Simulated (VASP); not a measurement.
Given:

```
Pd
1.0
    2.73850     0.00000     0.00000
   -1.36925     2.37161     0.00000
    0.00000     0.00000     4.62135
Pd
2
Direct
  0.33333   0.66667   0.25000
  0.66667   0.33333   0.75000
```

Calculation: r2SCAN meta-GGA, VASP's PBE PAW potentials (set 64) (plane waves; VASP). Settings: 400 eV cut-off, 17×17×9 Γ-centred mesh, tetrahedra with Blöchl corrections, potentials Pd.

### Question
Give the energies of bands 1 to 12 at the high-symmetry points, in eV from the Fermi level.

### Answer

```
band      Γ      M      K      A      L      H
----  -----  -----  -----  -----  -----  -----
1     -7.05  -5.24  -4.54  -5.47  -5.17  -4.07
2     -5.31  -4.79  -3.77  -5.47  -5.17  -4.07
3     -3.02  -4.72  -3.77  -2.85  -4.22  -3.62
4     -2.77  -2.70  -3.38  -2.85  -4.22  -3.62
5     -2.77  -2.58  -2.92  -2.79  -1.54  -2.81
6     -2.43  -2.16  -2.92  -2.79  -1.54  -2.81
7     -2.43  -1.65  -1.90  -2.79  -0.43  -1.86
8     -1.64  -0.03  -0.53  -2.79  -0.43  -1.86
9     -1.64   0.06  -0.53  -0.72   0.16  -0.16
10    -0.26   0.23  -0.48  -0.72   0.16  -0.16
11    -0.26   2.85   6.39  -0.72   2.95   7.42
12     1.05   4.87   6.66  -0.72   2.95   7.42
```

It has no gap at this level: it comes out as a metal or semimetal.

The structure was generated: Pd was put into the hcp type (P6_3/mmc), which need not be its known phase. It was relaxed first.
